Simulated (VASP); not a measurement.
# Li3Be4B4O12 (a cell with a defect) in VASP: notebook, part 2 of 2

VASP 6.6.1. Earlier steps stand in the parts before.

### Step 3. Single point, PBEsol

The input, INCAR:

```
  ALGO = Fast
  EDIFF = 1E-6
  ENCUT = 520
  GGA = PS
  ISIF = 2
  ISMEAR = -1
  LASPH = True
  LCHARG = False
  LREAL = Auto
  LWAVE = False
  NBANDS = 68
  NELECT = 102.0
  NELM = 100
  PREC = Accurate
  SIGMA = 0.05
```

The input, KPOINTS:

```
k-points
0
Gamma
  2 2 2
```

The input, POSCAR:

```
Li3Be4B4O12
1.0
   -6.8963870000     -4.0992610000      0.0000000000
    2.3556130000     -4.0992610000      0.0000000000
    1.8203680000      1.4917380000      5.4037220000
Li Be B O
3 4 4 12
Direct
    0.0781576793      0.8304990021      0.2320252596
    0.5820152675      0.2937817751      0.2840449601
    0.4210402506      0.6191749530      0.7312367291
    0.9480300800      0.3286600198      0.3164670573
    0.0265467899      0.7079904425      0.6443891821
    0.4422002022      0.8196489958      0.3437260466
    0.5627513007      0.1590924597      0.6809010530
    0.2652551766      0.3139400227      0.2970175002
    0.7422205595      0.6726448478      0.7240564929
    0.7576989893      0.8092460885      0.2151294978
    0.2253260117      0.1947158237      0.7141744153
    0.1113551353      0.1895937077      0.2634295399
    0.9055476339      0.8196572086      0.7830898777
    0.2948858668      0.5951306209      0.3162819997
    0.6869938432      0.3902791134      0.6585090795
    0.1004492626      0.4023007077      0.6660039136
    0.9265937810      0.6633617758      0.3115445243
    0.6183061743      0.7094019551      0.2528072318
    0.4063281236      0.2859115559      0.7824236702
    0.7723643976      0.1137245839      0.2021199462
    0.2006759266      0.8968973130      0.7195225809
    0.5759039876      0.8320386733      0.7055692354
    0.4113828970      0.1267513834      0.3439296100
```

Potentials or basis: VASP PAW PBE potentials, release 64 (Li_sv, Be, B, O).

Run with:

```console
cat potpaw_PBE.64/Li_sv/POTCAR potpaw_PBE.64/Be/POTCAR potpaw_PBE.64/B/POTCAR potpaw_PBE.64/O/POTCAR > POTCAR
mpirun -np 1 vasp_std > vasp.out
```

OUTCAR:

```text
EDIFF = 1E-6
   ENCUT = 520
   GGA = PS
   ISIF = 2
   ISMEAR = -1
   LASPH = True
   LREAL = Auto
   NELECT = 102.0
   NELM = 100
   PREC = Accurate

 ion  position               nearest neighbor table
   1  0.078  0.830  0.232-  17 1.69  12 1.71  14 1.96
   2  0.582  0.294  0.284-  23 1.75  20 1.94  18 2.02  15 2.05
   3  0.421  0.619  0.731-  19 1.64  22 1.67  21 2.17  14 2.24   7 2.49
   4  0.948  0.329  0.316-  12 1.59  17 1.59  20 1.64  16 1.95
   5  0.027  0.708  0.644-  16 1.55  21 1.56  13 1.56  17 1.80
   6  0.442  0.820  0.344-  23 1.47  14 1.55  18 1.76  22 1.97   7 2.36
   7  0.563  0.159  0.681-  15 1.54  22 1.56  19 1.68  23 1.87   6 2.36   3 2.49
   8  0.265  0.314  0.297-  12 1.31  14 1.34  23 1.41
   9  0.742  0.673  0.724-  15 1.39  13 1.40  22 1.49
  10  0.758  0.809  0.215-  18 1.32  17 1.43  20 1.46
  11  0.225  0.195  0.714-  16 1.35  19 1.41  21 1.43
  12  0.111  0.190  0.263-   8 1.31   4 1.59   1 1.71
  13  0.906  0.820  0.783-   9 1.40   5 1.56
  14  0.295  0.595  0.316-   8 1.34   6 1.55   1 1.96   3 2.24
  15  0.687  0.390  0.659-   9 1.39   7 1.54   2 2.05
  16  0.100  0.402  0.666-  11 1.35   5 1.55   4 1.95
[... 231 lines left out ...]
  band No.  band energies     occupation
      1     -40.8552      2.00000
      2     -40.6949      2.00000
      3     -40.1611      2.00000
      4     -18.6387      2.00000
      5     -18.0069      2.00000
      6     -17.4107      2.00000
[... 517 lines left out ...]
     62      11.1580      0.00000
     63      11.5075      0.00000
 [bands above 63 left out]

------------------------ aborting loop because EDIFF is reached ----------------------------------------

  FORCE on cell =-STRESS in cart. coord.  units (eV):
  Direction    XX          YY          ZZ          XY          YZ          ZX
  --------------------------------------------------------------------------------------
  -------------------------------------------------------------------------------------
  Total       11.1412817     15.4771073      5.9644920      0.7459260      2.5196875      1.0598280
  in kB       87.0986745    120.9946540     46.6283289      5.8313908     19.6980425      8.2853672
  external PRESSURE =      84.9072191 kB  Pullay stress =       0.0000000 kB

 VOLUME and BASIS-vectors are now :
 -----------------------------------------------------------------------------
  energy-cutoff  :      520.00
  volume of cell :      204.94
      direct lattice vectors                 reciprocal lattice vectors
    -6.896387000 -4.099261000  0.000000000    -0.108084738 -0.062110174  0.053556809
     2.355613000 -4.099261000  0.000000000     0.108084738 -0.181836235  0.013786428
     1.820368000  1.491738000  5.403722000     0.000000000  0.000000000  0.185057632

 POSITION                                       TOTAL-FORCE (eV/Angst)
 -----------------------------------------------------------------------------------
      1.83970     -3.37870      1.25380        -1.282768     -0.321776     -0.849304
     -2.80470     -3.16640      1.53490        -0.868474     -1.389714     -0.402645
     -0.11400     -3.17330      3.95140         2.302866     -0.424006      0.021346
     -5.18770     -4.76140      1.71010        -0.416667      1.050124      0.214306
      2.65770     -2.04980      3.48210        -0.561706     -0.810680      0.694217
     -0.49310     -4.65990      1.85740        -2.420278      1.080414      0.174604
[... 15 lines left out ...]
     -0.72730     -4.71900      3.81270        -2.579909     -2.482243     -0.381033
     -1.91240     -1.69290      1.85850         0.648571     -0.796892     -0.491450
 -----------------------------------------------------------------------------------
    total drift:                               -0.011541      0.001300     -0.000095

  FREE ENERGIE OF THE ION-ELECTRON SYSTEM (eV)
  ---------------------------------------------------
  free  energy   TOTEN  =      -163.3490374858 eV

  energy  without entropy=     -163.3490374858  energy(sigma->0) =     -163.34903749
```

stdout:

```text
POSCAR found type information on POSCAR LiBeB O
 POSCAR found :  4 types and      23 ions
 scaLAPACK will be used
 -----------------------------------------------------------------------------
|                                                                             |
|                                                                             |
|     You enforced a specific xc type in the INCAR file but a different       |
|     I HOPE YOU KNOW WHAT YOU ARE DOING!                                     |
|                                                                             |
 -----------------------------------------------------------------------------

 LDA part: xc-table for (Slater+PW92), standard interpolation
 POSCAR, INCAR and KPOINTS ok, starting setup
 FFT: planning ... GRIDC
 FFT: planning ... GRID_SOFT
 FFT: planning ... GRID
 WAVECAR not read
 entering main loop
 the old and the new charge density differ
 old charge density:   101.00000 new  102.00000
    0.245E+01
```

It took 5.6 min on 1 thread of Intel Xeon Platinum 8488C (Sapphire Rapids), shared host; peak memory 0.35 GiB.

What came out:

* Free energy: -163.3490 eV
* Largest force: 4.299 eV/Å
* Band gap on the k mesh: 4.42 eV, direct

Forces on the atoms (eV/Å):
```
Li  -1.283 -0.322 -0.849
Li  -0.868 -1.390 -0.403
Li   2.303 -0.424  0.021
Be  -0.417  1.050  0.214
Be  -0.562 -0.811  0.694
Be  -2.420  1.080  0.175
Be   1.651  0.121  0.679
B   -1.211 -0.090  0.549
B    0.938  0.099 -0.654
B    1.204 -3.308  2.468
B   -2.007  1.098  1.138
O    1.807  0.064 -0.800
O    0.970  2.874 -0.647
O    0.205 -0.910 -0.565
O   -1.015 -1.321  0.987
O    0.440  2.190 -0.736
O    1.482  1.453 -0.900
O    1.824  1.911 -0.563
O   -0.983  1.646  0.029
O   -0.972  0.809  0.329
O    0.845 -2.542 -0.296
O   -2.580 -2.482 -0.381
O    0.649 -0.797 -0.491
```

Caveat: the k mesh is coarse (spacing up to 0.67 Å⁻¹), so the values aren't converged; the cell carries a net charge on a neutralising background, which shifts energy and pressure; the cell is charged against a uniform background, so pressure and absolute levels hang on convention; the cutoff is under 1.25 times the usual one of these potentials, so pressure, stress and relaxed cells hold a basis-set (Pulay) error; the PAW data sets were made with another functional, which shifts forces and pressure a little. PBEsol gaps usually lie below the measured ones, often by a third to a half.

### Step 4. Single point, PBEsol

The input, INCAR:

```
SYSTEM = Li3Be4B4O12
  PREC = Accurate
  ENCUT = 520
  EDIFF = 1E-7
  ISMEAR = -1
  SIGMA = 0.05
  LREAL = Auto
  LASPH = .True.
  NELM = 100
  ALGO = Fast
  ISIF = 2
  LWAVE = .False.
  LCHARG = .False.
  GGA = PS
  NBANDS = 68
  NELECT = 102.0
```

The input, KPOINTS:

```
Automatic mesh
0
Gamma
  2 2 2
  0 0 0
```

The input, POSCAR:

```
Li3Be4B4O12
1.0
   -6.8963870000     -4.0992610000      0.0000000000
    2.3556130000     -4.0992610000      0.0000000000
    1.8203680000      1.4917380000      5.4037220000
Li Be B O
3 4 4 12
Direct
    0.0790773049      0.8369723562      0.1166603315
    0.5581771898      0.3515931106      0.1335931049
    0.4408085598      0.6780487575      0.8050932302
    0.9728259463      0.2498374597      0.3257384447
    0.0129490278      0.6749930276      0.6193138729
    0.4758454136      0.8365260939      0.3737609004
    0.5721748224      0.1898156205      0.7096405033
    0.2882610737      0.3477133604      0.2883382972
    0.7703794568      0.6746963324      0.7621598594
    0.7410668051      0.7972342197      0.2130383465
    0.2006017679      0.1781063632      0.7307740850
    0.1200888728      0.1885020283      0.2234941028
    0.9348421647      0.7966120762      0.8098492113
    0.3036723196      0.6198662997      0.3020140562
    0.7264959644      0.3986702172      0.7590138797
    0.0586048094      0.3469939454      0.6628209223
    0.8797852452      0.6229849005      0.2698510397
    0.5655804622      0.7463256056      0.1833736080
    0.3786900915      0.3024694604      0.8186764604
    0.7954629328      0.0747510250      0.2772163335
    0.1674112329      0.9027155708      0.6805679493
    0.5924199508      0.8386152963      0.7060133737
    0.4518801824      0.1644602211      0.3417089184
```

Run with:

```console
cat potpaw_PBE.64/Li_sv/POTCAR potpaw_PBE.64/Be/POTCAR potpaw_PBE.64/B/POTCAR potpaw_PBE.64/O/POTCAR > POTCAR
mpirun -np 1 vasp_std > vasp.out
```

Run time: 6.5 min. Hardware: 1 thread of Intel Xeon Platinum 8488C (Sapphire Rapids), shared host; peak memory 0.35 GiB.

The run converged. Its results:

* Free energy: -162.7584 eV
* Largest force: 4.849 eV/Å
* Band gap on the k mesh: 4.58 eV, direct

Forces in eV/Å, atoms in the order of the input:
```
Li  -0.735  0.760  0.847
Li  -0.581  0.832  0.952
Li   1.593  0.693  0.211
Be   2.074 -0.025  0.416
Be  -0.772 -0.665  0.115
Be   0.089  0.379 -0.568
Be   0.188  0.533 -1.018
B   -2.043  4.397  0.020
B    1.404  1.079  0.118
B    2.122 -2.194  2.320
B   -1.818 -1.061  0.123
O   -0.373 -2.828  1.062
O    2.329  2.326 -1.528
O    1.221 -2.153  0.094
O    0.009  0.047  0.363
O    1.962 -1.523 -1.958
O   -3.537  1.670  1.107
O   -1.137  1.364 -0.728
O   -1.703  0.142 -0.751
O    0.551 -1.520 -1.468
O   -2.689  0.768  0.131
O   -1.305 -2.648 -0.774
O    3.151 -0.373  0.913
```

Levels at points of the mesh, in eV from the valence-band top:
```
           k point  band 47  band 48  band 49  band 50  band 51  band 52  band 53  band 54  band 55  band 56
(0.00, 0.00, 0.00)    -0.97    -0.87    -0.65    -0.36     0.00     4.58     5.42     6.02     6.51     7.08
(0.50, 0.00, 0.00)    -1.03    -0.92    -0.82    -0.41    -0.08     5.19     5.41     5.48     6.44     7.41
(0.00, 0.50, 0.00)    -0.98    -0.88    -0.77    -0.73    -0.45     5.48     5.77     5.93     6.46     7.08
(0.50, 0.50, 0.00)    -0.91    -0.87    -0.76    -0.61    -0.46     5.49     5.78     5.93     6.48     7.09
(0.00, 0.00, 0.50)    -1.04    -0.92    -0.69    -0.36    -0.03     5.01     5.95     6.28     6.99     7.20
(0.50, 0.00, 0.50)    -1.11    -0.96    -0.72    -0.40    -0.04     5.19     5.81     6.10     6.92     7.10
(0.00, 0.50, 0.50)    -1.10    -0.86    -0.74    -0.73    -0.50     5.33     5.86     6.28     7.06     7.29
(0.50, 0.50, 0.50)    -1.09    -0.86    -0.82    -0.69    -0.41     5.38     5.84     6.30     7.08     7.21
```

Caveat: the k mesh is coarse (spacing up to 0.67 Å⁻¹), so the values aren't converged; the cell carries a net charge on a neutralising background, which shifts energy and pressure; the cell is charged against a uniform background, so pressure and absolute levels hang on convention; the cutoff is under 1.25 times the usual one of these potentials, so pressure, stress and relaxed cells hold a basis-set (Pulay) error; the PAW data sets were made with another functional, which shifts forces and pressure a little. A hybrid or GW would open this gap; PBEsol tends to underestimate it.

### Step 5. Single point, PBEsol

Edit INCAR of step 4 so:

```diff
@@ -3,3 +3,3 @@
   ENCUT = 520
-  EDIFF = 1E-7
+  EDIFF = 1E-6
   ISMEAR = -1
```

The input, KPOINTS:

```
regular mesh
0
Gamma
  2 2 2
  0 0 0
```

The input, POSCAR:

```
Li3Be4B4O12
1.0
   -6.8963870000     -4.0992610000      0.0000000000
    2.3556130000     -4.0992610000      0.0000000000
    1.8203680000      1.4917380000      5.4037220000
Li Be B O
3 4 4 12
Direct
    0.0121242782      0.8175454602      0.1094245781
    0.5575025004      0.3238618424      0.1251174653
    0.4524159106      0.6359650745      0.8023913888
    0.9600653972      0.3533525609      0.3443922541
    0.0718202203      0.5939639605      0.7206514325
    0.4508160592      0.8445062485      0.3122292376
    0.5557347603      0.1820487567      0.6513658549
    0.2443022656      0.3694224082      0.2485138947
    0.7272940210      0.6165442785      0.7142299326
    0.7772974329      0.8607077497      0.2779380582
    0.2397940935      0.1435754036      0.7287014395
    0.0822389231      0.2636644177      0.2087820210
    0.9166963785      0.6827615058      0.7792221732
    0.2467852819      0.6396921927      0.2244378967
    0.7001246609      0.4559197232      0.8588154609
    0.1132559262      0.3311345028      0.6203316899
    0.9326214462      0.7119329721      0.3649151455
    0.5955049621      0.7099523751      0.2122425987
    0.4241918933      0.2367780886      0.8086463367
    0.7786251505      0.1474420777      0.2692773610
    0.2240534683      0.8620887776      0.7586992817
    0.5723420677      0.8122358422      0.6315091709
    0.4180260483      0.1803927854      0.3224259131
```

Run with:

```console
cat potpaw_PBE.64/Li_sv/POTCAR potpaw_PBE.64/Be/POTCAR potpaw_PBE.64/B/POTCAR potpaw_PBE.64/O/POTCAR > POTCAR
mpirun -np 1 vasp_std > vasp.out
```

Wall time 6.6 min (1 thread of Intel Xeon Platinum 8488C (Sapphire Rapids), shared host); peak memory 0.35 GiB.

The run converged. Its results:

```yaml
Free_energy: -161.7082 eV
Largest_force: 6.311 eV/Å
Band_gap_on_the_k_mesh: 3.88 eV, indirect (least direct gap 4.01 eV)
```

Forces in eV/Å, atoms in the order of the input:
```
Li  -0.287 -0.618  0.499
Li  -0.365 -0.015  0.787
Li   0.669 -0.419  0.505
Be   0.798  0.392 -0.884
Be   1.978 -4.357  0.071
Be  -0.160  1.262  0.069
Be   0.997  1.210  1.041
B   -1.965  1.744  0.588
B    0.237 -5.628  0.713
B    1.824  1.960  0.320
B   -4.252  1.484  1.028
O   -1.393  2.273 -1.329
O    2.849  1.206 -0.936
O   -1.154 -4.549  0.335
O   -1.591  6.104  0.196
O    0.502  1.542  0.231
O   -0.837  1.161 -1.499
O   -0.501 -2.320  0.170
O    1.110  0.598 -1.639
O   -0.391 -0.154  0.348
O    0.448  0.400  0.263
O   -0.477 -2.405 -1.425
O    1.962 -0.871  0.550
```

Levels at points of the mesh, in eV from the valence-band top:
| k point | band 49 | band 50 | band 51 | band 52 | band 53 | band 54 |
| --- | --- | --- | --- | --- | --- | --- |
| (0.00, 0.00, 0.00) | -0.90 | -0.56 | -0.14 | 3.88 | 5.18 | 5.68 |
| (0.50, 0.00, 0.00) | -0.90 | -0.67 | -0.29 | 4.17 | 5.00 | 5.67 |
| (0.00, 0.50, 0.00) | -0.88 | -0.48 | -0.30 | 4.56 | 5.19 | 6.04 |
| (0.50, 0.50, 0.00) | -0.82 | -0.66 | -0.06 | 4.58 | 5.14 | 5.95 |
| (0.00, 0.00, 0.50) | -0.79 | -0.64 | -0.11 | 4.49 | 5.50 | 5.98 |
| (0.50, 0.00, 0.50) | -0.81 | -0.53 | -0.19 | 4.44 | 5.55 | 5.88 |
| (0.00, 0.50, 0.50) | -0.77 | -0.62 | -0.23 | 4.50 | 5.58 | 6.31 |
| (0.50, 0.50, 0.50) | -0.73 | -0.60 | 0.00 | 4.42 | 5.72 | 6.20 |

Caveat: the k mesh is coarse (spacing up to 0.67 Å⁻¹), so the values aren't converged; the cell carries a net charge on a neutralising background, which shifts energy and pressure; the cell is charged against a uniform background, so pressure and absolute levels hang on convention; the cutoff is under 1.25 times the usual one of these potentials, so pressure, stress and relaxed cells hold a basis-set (Pulay) error; the PAW data sets were made with another functional, which shifts forces and pressure a little.
